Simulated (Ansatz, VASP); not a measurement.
# KTaO3 in two plane-wave programs, part 2 of 2

Wanted: the spread between two codes on one cell, functional and k mesh. The cell is taken from a series of VASP runs on this material, whose earlier steps may have relaxed, scaled or displaced it; both programs get it as it stands.

VASP 6.6.1 and Ansatz 0.2.0.

So far. Step 2 (VASP: band structure, PBE): The run ends at a pressure of 5.40 GPa.

## (5) VASP: band structure, r2SCAN, spin-orbit coupling

Level of this step: r2SCAN, spin-orbit coupling; plane waves and PAW (Ta_pv, K_sv, O) (VASP).

Levels along a path test the potential and the projectors away from the mesh points.

INCAR

```
SYSTEM = KTaO3
PREC = Accurate
ENCUT = 460
EDIFF = 1E-06
NELM = 100
ISMEAR = 0
SIGMA = 0.03
LREAL = .FALSE.
ALGO = Normal
METAGGA = R2SCAN
LASPH = .TRUE.
LNONCOLLINEAR = .TRUE.
MAGMOM = 0 0 0 0 0 0 0 0 0 0 0 0 0 0 0
NBANDS = 50
GGA_COMPAT = .FALSE.
LSORBIT = .TRUE.
LMAXMIX = 4
LORBIT = 11
LWAVE = .FALSE.
LCHARG = .FALSE.
KPAR = 4
```

POSCAR

```
KTaO3
1.0
    3.9883000000      0.0000000000      0.0000000000
    0.0000000000      3.9883000000      0.0000000000
    0.0000000000      0.0000000000      3.9883000000
Ta K O
1 1 3
Direct
    0.0000000000      0.0000000000      0.0000000000
    0.5000000000      0.5000000000      0.5000000000
    0.0000000000      0.0000000000      0.5000000000
    0.0000000000      0.5000000000      0.0000000000
    0.5000000000      0.0000000000      0.0000000000
```

KPOINTS

```
Automatic mesh
0
Gamma
4 4 4
0 0 0
```

KPOINTS_OPT

```
Line mode
8
Line-mode
Reciprocal
  0.00000000   0.00000000   0.00000000 GAMMA
  0.00000000   0.50000000   0.00000000 X

  0.00000000   0.50000000   0.00000000 X
  0.50000000   0.50000000   0.00000000 M

  0.50000000   0.50000000   0.00000000 M
  0.00000000   0.00000000   0.00000000 GAMMA

  0.00000000   0.00000000   0.00000000 GAMMA
  0.50000000   0.50000000   0.50000000 R

  0.50000000   0.50000000   0.50000000 R
  0.00000000   0.50000000   0.00000000 X

  0.50000000   0.50000000   0.00000000 M
  0.50000000   0.50000000   0.50000000 R
```

The projector-augmented-wave data sets are Ta_pv, K_sv and O (PBE family, release 64).

The run is started by

```console
$ mpirun -np 4 vasp_ncl
```

Numbers of over 12 decimals in the logs are rounded to 6 here.

Log:

```text
[banner, memory and clock lines left out]
running    4 mpi-ranks, on    1 nodes
[...]
|                                                                             |
|               ----> ADVICE to this user running VASP <----                  |
|                                                                             |
|     You enforced a specific xc type in the INCAR file but a different       |
|     [... a line on the potential file left out ...]
|     I HOPE YOU KNOW WHAT YOU ARE DOING!                                     |
|                                                                             |

 LDA part: xc-table for (None), standard interpolation
 POSCAR, INCAR and KPOINTS ok, starting setup
[...]
entering main loop
       N       E                     dE             d eps       ncg     rms          rms(c)
DAV:   1     0.278611926963E+03    0.27861E+03   -0.19829E+04  1000   0.144E+03
DAV:   2    -0.805787505670E+02   -0.35919E+03   -0.34538E+03  1196   0.441E+02
[...]
1 F= -.87724228E+02 E0= -.87724228E+02  d E =-.568367E-38  mag=    -0.0000    -0.0000    -0.0000
 Start KPOINTS_OPT (optional k-point list driver)
k-point batch [1-10\48]
       N       E                     dE             ncg
DAV:   1    -0.599905931771E+03   -0.45891E+04     1000
DAV:   2    -0.400396449669E+04   -0.34041E+04     1180
DAV:   3    -0.424837897142E+04   -0.24441E+03     1350
DAV:   4    -0.425791506365E+04   -0.95361E+01     1552
DAV:   5    -0.425821049094E+04   -0.29543E+00     1492
DAV:   6    -0.425821727079E+04   -0.67798E-02     1432
DAV:   7    -0.425821745380E+04   -0.18302E-03     1472
DAV:   8    -0.425821745887E+04   -0.50663E-05     1158
DAV:   9    -0.425821745923E+04   -0.35918E-06      832
[...]
k-point batch [41-48\48]
       N       E                     dE             ncg
DAV:   1     0.109291831479E+04   -0.10644E+05      800
DAV:   2    -0.174830792658E+04   -0.28412E+04      930
DAV:   3    -0.193703047762E+04   -0.18872E+03     1120
DAV:   4    -0.194146595514E+04   -0.44355E+01     1144
DAV:   5    -0.194161644227E+04   -0.15049E+00     1332
DAV:   6    -0.194161828565E+04   -0.18434E-02     1136
DAV:   7    -0.194161834891E+04   -0.63258E-04     1184
DAV:   8    -0.194161835094E+04   -0.20315E-05      952
DAV:   9    -0.194161835105E+04   -0.11194E-06      760
```

From OUTCAR (step 5):

```text
  Total        0.3384494      0.3384494      0.3384494     -0.0000000      0.0000000      0.0000000
  in kB        8.5475356      8.5475356      8.5475356     -0.0000000      0.0000000      0.0000000
  external PRESSURE =       8.5475356 kB  Pullay stress =       0.0000000 kB

 POSITION                                       TOTAL-FORCE (eV/Angst)
 -----------------------------------------------------------------------------------
      0.00000      0.00000      0.00000         0.000000      0.000000      0.000000
      1.99415      1.99415      1.99415         0.000000      0.000000      0.000000
      0.00000      0.00000      1.99415         0.000000      0.000000      0.000000
      0.00000      1.99415      0.00000         0.000000      0.000000      0.000000
      1.99415      0.00000      0.00000         0.000000      0.000000      0.000000
 -----------------------------------------------------------------------------------
    total drift:                                0.000000     -0.000000     -0.000000

  FREE ENERGIE OF THE ION-ELECTRON SYSTEM (eV)
  ---------------------------------------------------
  free  energy   TOTEN  =       -87.7242278866 eV

  energy  without entropy=      -87.7242278866  energy(sigma->0) =      -87.72422789

 magnetization (x)
# of ion       s       p       d       tot
------------------------------------------
    1       -0.000   0.000   0.000  -0.000
    2        0.000   0.000  -0.000   0.000
    3        0.000   0.000   0.000   0.000
    4       -0.000  -0.000   0.000  -0.000
    5        0.000   0.000   0.000   0.000
--------------------------------------------------
tot          0.000   0.000  -0.000   0.000

 magnetization (y)
# of ion       s       p       d       tot
------------------------------------------
    1        0.000  -0.000  -0.000   0.000
    2       -0.000   0.000  -0.000  -0.000
    3        0.000   0.000   0.000   0.000
    4        0.000  -0.000   0.000  -0.000
    5        0.000   0.000   0.000   0.000
--------------------------------------------------
tot         -0.000   0.000  -0.000   0.000

 magnetization (z)
# of ion       s       p       d       tot
------------------------------------------
    1        0.000  -0.000   0.000   0.000
    2        0.000   0.000  -0.000   0.000
    3       -0.000  -0.000   0.000  -0.000
    4        0.000   0.000   0.000   0.000
    5        0.000   0.000   0.000   0.000
--------------------------------------------------
tot          0.000   0.000   0.000   0.000

[... 1 part as in an earlier step ...]

[... 2 further parts left out ...]
[key lines of the parts left out:]
E-fermi :   1.6976
```

The run ends at a pressure of 0.85 GPa.

## (6) Ansatz: band structure, r2SCAN, spin-orbit coupling

The same cell, functional, mesh and smearing now go to Ansatz, which takes its cutoff from its data sets.

The cell is taken from a series of VASP runs on this material, whose earlier steps may have relaxed, scaled or displaced it; both programs get it as it stands.

input.yaml

```yaml
crystal:
  lattice:
    - [3.9883, 0.0, 0.0]
    - [0.0, 3.9883, 0.0]
    - [0.0, 0.0, 3.9883]
  atoms:
    - { symbol: Ta, position: [0.0, 0.0, 0.0] }
    - { symbol: K, position: [0.5, 0.5, 0.5] }
    - { symbol: O, position: [0.0, 0.0, 0.5] }
    - { symbol: O, position: [0.0, 0.5, 0.0] }
    - { symbol: O, position: [0.5, 0.0, 0.0] }
hamiltonian:
  xc: r2scan
  pseudopotentials: { kind: paw_fr }
magnetization:
  noncollinear: true
  spin_orbit: true
kpoints:
  mp_grid: { grid: [4, 4, 4] }
  band_path:
    path:
      - [0.0, 0.0, 0.0]
      - [0.0, 0.07143, 0.0]
      - [0.0, 0.21429, 0.0]
      - [0.0, 0.28571, 0.0]
      - [0.0, 0.42857, 0.0]
      - [0.0, 0.5, 0.0]
      - [0.07143, 0.5, 0.0]
      - [0.21429, 0.5, 0.0]
      - [0.28571, 0.5, 0.0]
      - [0.42857, 0.5, 0.0]
      - [0.5, 0.5, 0.0]
      - [0.42857, 0.42857, 0.0]
      - [0.28571, 0.28571, 0.0]
      - [0.14286, 0.14286, 0.0]
      - [0.07143, 0.07143, 0.0]
      - [0.0, 0.0, 0.0]
      - [0.07143, 0.07143, 0.07143]
      - [0.21429, 0.21429, 0.21429]
      - [0.35714, 0.35714, 0.35714]
      - [0.42857, 0.42857, 0.42857]
      - [0.5, 0.5, 0.5]
      - [0.35714, 0.5, 0.35714]
      - [0.28571, 0.5, 0.28571]
      - [0.14286, 0.5, 0.14286]
      - [0.07143, 0.5, 0.07143]
      - [0.5, 0.5, 0.0]
      - [0.5, 0.5, 0.14286]
      - [0.5, 0.5, 0.21429]
      - [0.5, 0.5, 0.35714]
      - [0.5, 0.5, 0.5]
    npoints: 1
scf:
  occupations: { method: gaussian, width: 0.03 }
  n_extra_bands: 16
output:
  forces: true
  stress: true
  eigenvalues: true
```

The run is started by

```console
$ ansatz run input.yaml --threads 2 --pin off --max-ram 4608MiB --backend cpu --events-out ev --progress --plain --runs-dir out
```

Log:

```text
[...]
non-collinear run that drives no moment, with spin-orbit: no starting moment large enough to seed its density (crystal.atoms[].spin), no starting occupations that ask for one, no magnetisation constraint and no magnetic field, so the semilocal B_xc is pinned to zero
Crystal: 5 atoms, lattice volume = 63.440 Å³
[...]
k-point 1: bands = [... 36 lower, 7.5372, 7.5372, 7.6716, 7.6716, 11.0690, 11.0690, 12.3551, 12.3551, ... 12 higher]
  k-point 2: bands = [... 36 lower, 7.4611, 7.4611, 7.6113, 7.6113, 11.1569, 11.1569, 13.7040, 13.7040, ... 12 higher]
  k-point 9: bands = [... 36 lower, 8.4082, 8.4082, 8.4082, 8.4082, 15.1700, 15.1700, 15.1700, 15.1700, ... 12 higher]
[key lines of the parts left out:]
SCF converged after 8 iterations
Magnetization: |M| = 0.0000 μB,  M = (+0.0000, +0.0000, +0.0000) μB
Free energy (F): -13174.859166 eV
Fermi energy:    9.641555 eV
P = ⅓ Tr σ = 0.1191 GPa (1.191 kbar)
```

Wall time 11 s (2 threads of Intel Xeon 6975P-C (Granite Rapids), shared host); peak memory 0.69 GiB; 21 s of CPU time.

## (7) Comparison

What differs besides the data sets and the points named for the pairs above, as far as they apply: spin-orbit coupling enters by fully relativistic files in Ansatz and inside the spheres in VASP; VASP keeps PBE cores, Ansatz makes them for the functional; the data sets hold 40 valence electrons in Ansatz (fully relativistic PAW (standard-fr) files) and 38 in VASP; the cutoff is 500 eV in Ansatz and 460 eV in VASP. Total energies have different zeros and are not compared.

Both answers:

| quantity | Ansatz | VASP | difference |
| --- | --- | --- | --- |
| pressure (GPa) | 0.12 | 0.85 | -0.74 |
| pressure without Ansatz's Pulay correction (GPa) | 0.05 | 0.85 | -0.81 |
| gap over the path points (eV) | 2.467 | 2.406 | +0.061 |

Levels at points of the path, from each program's valence-band top (eV; 8 filled, then empty):

| k (reciprocal lattice) | Ansatz | VASP |
| --- | --- | --- |
| 0.000 0.000 0.000 | -1.08 -1.08 -0.75 -0.75 -0.58 -0.58 -0.58 -0.58 2.47 2.47 2.47 2.47 2.90 2.90 | -1.09 -1.09 -0.76 -0.76 -0.59 -0.59 -0.59 -0.59 2.41 2.41 2.41 2.41 2.83 2.83 |
| 0.000 0.071 0.000 | -1.11 -1.11 -0.84 -0.84 -0.70 -0.70 -0.62 -0.62 2.52 2.52 2.63 2.63 3.02 3.02 | -1.12 -1.12 -0.85 -0.85 -0.71 -0.71 -0.62 -0.62 2.46 2.46 2.58 2.58 2.95 2.95 |
| 0.000 0.214 0.000 | -1.54 -1.54 -1.27 -1.27 -0.85 -0.85 -0.72 -0.72 2.64 2.64 3.64 3.64 3.94 3.94 | -1.55 -1.55 -1.28 -1.28 -0.86 -0.86 -0.72 -0.72 2.57 2.57 3.59 3.59 3.88 3.88 |
| 0.000 0.286 0.000 | -1.79 -1.79 -1.38 -1.38 -0.89 -0.89 -0.75 -0.75 2.68 2.68 4.25 4.25 4.54 4.54 | -1.81 -1.81 -1.39 -1.39 -0.90 -0.90 -0.76 -0.76 2.62 2.62 4.20 4.20 4.48 4.48 |
| 0.000 0.429 0.000 | -2.08 -2.08 -1.52 -1.52 -0.94 -0.94 -0.79 -0.79 2.74 2.74 5.16 5.16 5.45 5.45 | -2.09 -2.09 -1.53 -1.53 -0.95 -0.95 -0.80 -0.80 2.67 2.67 5.11 5.11 5.39 5.39 |
| 0.000 0.500 0.000 | -2.12 -2.12 -1.54 -1.54 -0.95 -0.95 -0.80 -0.80 2.75 2.75 5.30 5.30 5.59 5.59 | -2.13 -2.13 -1.55 -1.55 -0.95 -0.95 -0.80 -0.80 2.68 2.68 5.25 5.25 5.53 5.53 |
| 0.071 0.500 0.000 | -1.93 -1.93 -1.41 -1.41 -1.04 -1.04 -0.91 -0.91 2.90 2.90 5.32 5.32 5.61 5.61 | -1.95 -1.95 -1.42 -1.42 -1.05 -1.05 -0.92 -0.92 2.84 2.84 5.27 5.27 5.55 5.55 |
| 0.214 0.500 0.000 | -1.69 -1.69 -1.38 -1.38 -1.36 -1.36 -0.70 -0.70 3.86 3.86 5.41 5.41 5.90 5.90 | -1.71 -1.71 -1.40 -1.40 -1.36 -1.36 -0.71 -0.71 3.80 3.80 5.36 5.36 5.84 5.84 |
| 0.286 0.500 0.000 | -1.64 -1.64 -1.52 -1.52 -1.43 -1.43 -0.41 -0.41 4.43 4.43 5.44 5.44 6.18 6.18 | -1.64 -1.64 -1.52 -1.52 -1.44 -1.44 -0.41 -0.41 4.38 4.38 5.39 5.39 6.12 6.12 |
| 0.429 0.500 0.000 | -1.74 -1.74 -1.46 -1.46 -1.44 -1.44 -0.08 -0.08 5.24 5.24 5.54 5.54 6.74 6.74 | -1.73 -1.73 -1.48 -1.48 -1.46 -1.46 -0.08 -0.08 5.19 5.19 5.48 5.48 6.68 6.68 |

Among the levels compared at these points, filled levels agree within 33 meV and empty ones within 76 meV. Ansatz's pressure holds a Pulay correction of 0.07 GPa; VASP's holds none.

## (8) VASP: dielectric response, LDA

The response to a field tests empty states and converges slowly with the mesh.

INCAR

```
SYSTEM = KTaO3
PREC = Accurate
ENCUT = 460
EDIFF = 1E-08
NELM = 100
ISMEAR = 0
SIGMA = 0.01
LREAL = .FALSE.
ALGO = Normal
GGA = CA
NBANDS = 25
LORBIT = 11
LWAVE = .FALSE.
LCHARG = .FALSE.
KPAR = 4
LEPSILON = .TRUE.
```

POSCAR is that of step 5.

KPOINTS

```
Automatic mesh
0
Gamma
8 8 8
0 0 0
```

The projector-augmented-wave data sets are Ta_pv, K_sv and O (LDA family, release 64).

The run is started by

```console
$ mpirun -np 4 vasp_std
```

Log:

```text
[banner, memory and clock lines left out]
running    4 mpi-ranks, on    1 nodes
[...]
LDA part: xc-table for (Slater(with rela. corr.)+CA(PZ))
 , standard interpolation
 POSCAR, INCAR and KPOINTS ok, starting setup
[...]
entering main loop
       N       E                     dE             d eps       ncg     rms          rms(c)
DAV:   1     0.306236213991E+03    0.30624E+03   -0.19548E+04  1750   0.138E+03
DAV:   2    -0.353435788153E+02   -0.34158E+03   -0.33235E+03  2086   0.419E+02
DAV:   3    -0.528315758651E+02   -0.17488E+02   -0.17427E+02  2649   0.920E+01
DAV:   4    -0.533505052859E+02   -0.51893E+00   -0.51849E+00  2754   0.111E+01
[...]
DAV:  13    -0.450523668882E+02    0.36857E-06   -0.26625E-06  2318   0.126E-02    0.359E-03
DAV:  14    -0.450523668400E+02    0.48236E-07   -0.43225E-07  2683   0.426E-03    0.119E-03
DAV:  15    -0.450523668428E+02   -0.28713E-08   -0.19739E-08  1831   0.904E-04
   1 F= -.45052367E+02 E0= -.45052367E+02  d E =-.111370E-61
[...]
RMM:  29    -0.835557909456E+00    0.84480E-06   -0.33971E-06  6999   0.199E-03    0.101E-05
RMM:  30    -0.835559289822E+00   -0.13804E-05   -0.34563E-06  6939   0.199E-03    0.558E-06
 change of polarisation eV/A/(eV/A) component  2 :    -0.201     1.607    -0.228
 dielectric tensor                  component  2 :    -0.573     5.583    -0.650
 Linear response to external field, progress :
  Direction:   3
       N       E                     dE             d eps       ncg     rms          rms(c)
RMM:   1    -0.792417703316E+00   -0.79242E+00   -0.36939E+00  7329   0.512E+00
RMM:   2    -0.833504363307E+00   -0.41087E-01   -0.50085E-02  7081   0.103E+00    0.131E+00
RMM:   3    -0.815439699119E+00    0.18065E-01   -0.30436E-02  6386   0.941E-01    0.723E-01
RMM:   4    -0.828210690669E+00   -0.12771E-01   -0.20684E-02  6750   0.847E-01    0.152E-01
[...]
RMM:  26    -0.835550611762E+00   -0.26750E-06   -0.71794E-07  7661   0.209E-03    0.471E-05
RMM:  27    -0.835550238345E+00    0.37342E-06   -0.34554E-06  7113   0.207E-03    0.204E-05
RMM:  28    -0.835550906216E+00   -0.66787E-06   -0.12021E-06  7026   0.208E-03    0.894E-06
 change of polarisation eV/A/(eV/A) component  3 :    -0.166    -0.263     1.607
 dielectric tensor                  component  3 :    -0.474    -0.750     5.583
 Born effective charges drift removed
```

From OUTCAR (step 8):

```text
  Total       -2.0190458     -2.0190458     -2.0190458      0.0000000      0.0000000      0.0000000
  in kB      -50.9909718    -50.9909718    -50.9909718      0.0000000      0.0000000      0.0000000
  external PRESSURE =     -50.9909718 kB  Pullay stress =       0.0000000 kB

 POSITION                                       TOTAL-FORCE (eV/Angst)
 -----------------------------------------------------------------------------------
      0.00000      0.00000      0.00000         0.000000      0.000000      0.000000
      1.99415      1.99415      1.99415         0.000000      0.000000      0.000000
      0.00000      0.00000      1.99415         0.000000      0.000000      0.000000
      0.00000      1.99415      0.00000         0.000000      0.000000      0.000000
      1.99415      0.00000      0.00000         0.000000      0.000000      0.000000
 -----------------------------------------------------------------------------------
    total drift:                                0.000000      0.000000     -0.000000

 MACROSCOPIC STATIC DIELECTRIC TENSOR (including local field effects in DFT)
 ------------------------------------------------------
           5.582713    -0.000000     0.000000
          -0.000000     5.582713    -0.000000
           0.000000    -0.000000     5.582713
 ------------------------------------------------------

[... 1 part as in an earlier step ...]

[... 1 further part left out ...]
```

## (9) Ansatz: dielectric response, LDA

The same cell, functional (in two slightly different forms) and mesh now go to Ansatz, which takes its cutoff from its data sets.

The cell is taken from a series of VASP runs on this material, whose earlier steps may have relaxed, scaled or displaced it; both programs get it as it stands.

input.yaml

```yaml
crystal:
  lattice:
    - [3.9883, 0.0, 0.0]
    - [0.0, 3.9883, 0.0]
    - [0.0, 0.0, 3.9883]
  atoms:
    - { symbol: Ta, position: [0.0, 0.0, 0.0] }
    - { symbol: K, position: [0.5, 0.5, 0.5] }
    - { symbol: O, position: [0.0, 0.0, 0.5] }
    - { symbol: O, position: [0.0, 0.5, 0.0] }
    - { symbol: O, position: [0.5, 0.0, 0.0] }
hamiltonian:
  xc: lda
  pseudopotentials: { kind: paw }
kpoints:
  mp_grid: { grid: [8, 8, 8] }
scf:
  occupations: { method: fixed }
dielectric:
  method: response
```

The run is started by

```console
$ ansatz run input.yaml --threads 2 --pin off --max-ram 4608MiB --backend cpu --events-out ev --progress --plain --runs-dir out
```

Log:

```text
[...]
Crystal: 5 atoms, lattice volume = 63.440 Å³
Basis set: ecut = 420 eV, 1237 PW (Γ), exchange–correlation on 54×54×54 points (8 copies of the dense FFT grid, shifted against one another)
Bands: 25, of which v1, the nominal top of the filled ones, is band 20 counted from 1 (19 counted from 0)
Symmetry: 48 space group operations
k-points: 75 of 512 (irreducible under 8 space group operations, time reversal used)
[...]
site 2:
[...]
site 3:
[...]
0.00000   -0.00000   -1.67968
    site 4:
        -6.54012   -0.00000    0.00000
        -0.00000   -1.67968   -0.00000
         0.00000    0.00000   -1.67968
  Z* charge neutrality: 2.286e-3 e pre-enforcement
  solved inside a basis spanned on kpoints, on 8×8×8 k-points, its susceptibility summed on 12×12×12: ε∞ is read to err by 1.6e-2, Z* by 3.9e-2 e (field_mesh: kpoints solves on kpoints); Z* is corrected for what the basis lacks
[key lines of the parts left out:]
SCF converged after 8 iterations
Free energy (F): -12850.993617 eV
Fermi energy:    8.396446 eV
```

Wall time 19 s (2 threads); peak memory 0.75 GiB.

## (10) Comparison

What differs besides the data sets and the points named for the pairs above, as far as they apply: the two LDA forms differ slightly; VASP's response is taken on the typed mesh, Ansatz refines its own for the field response alone; VASP's log shows a relativistic correction to its local exchange, Ansatz's none. Total energies have different zeros and are not compared.

The two programs side by side:

| quantity | Ansatz | VASP | difference |
| --- | --- | --- | --- |
| ε∞ xx | 5.51 | 5.58 | -1.37 % |
| ε∞ yy | 5.51 | 5.58 | -1.37 % |
| ε∞ zz | 5.51 | 5.58 | -1.37 % |
| Born charge of Ta1 (mean of the diagonal) (e) | 8.75 | 8.82 | -0.07 |
| Born charge of K2 (mean of the diagonal) (e) | 1.15 | 1.15 | 0.00 |
| Born charge of O3 (mean of the diagonal) (e) | -3.30 | -3.32 | +0.02 |

## (11) Results

* difference in gap over the path points (band structure, PBE): 0.048 eV
* difference in gap over the path points (band structure, r2SCAN, spin-orbit coupling): 0.061 eV
* difference in pressure (band structure, r2SCAN, spin-orbit coupling): -0.74 GPa
* difference in ε∞ xx (dielectric response, LDA): -1.4 %

What this shows: The difference in gap over the path points is 0.061 eV (band structure, r2SCAN, spin-orbit coupling), within the 0.08 eV picked in this series as the mark of a large difference. 3 further runs of this series are not shown here. Such differences can come from data sets, numerical settings and the points named under the comparisons, not from the functional's error against experiment.

[Lines on the potential files, build, host, timing and source positions are cut from VASP's logs without a mark.]

[Logs are printed without paths, hosts, clocks, repeated set-up lines and the standing remarks that a program may print on its own settings, such as how far it seeks lower states.]

[Hosts, paths, dates, database ids (printed as entryN), source tags and the programs' standing remarks are cut or masked in the printed files.]
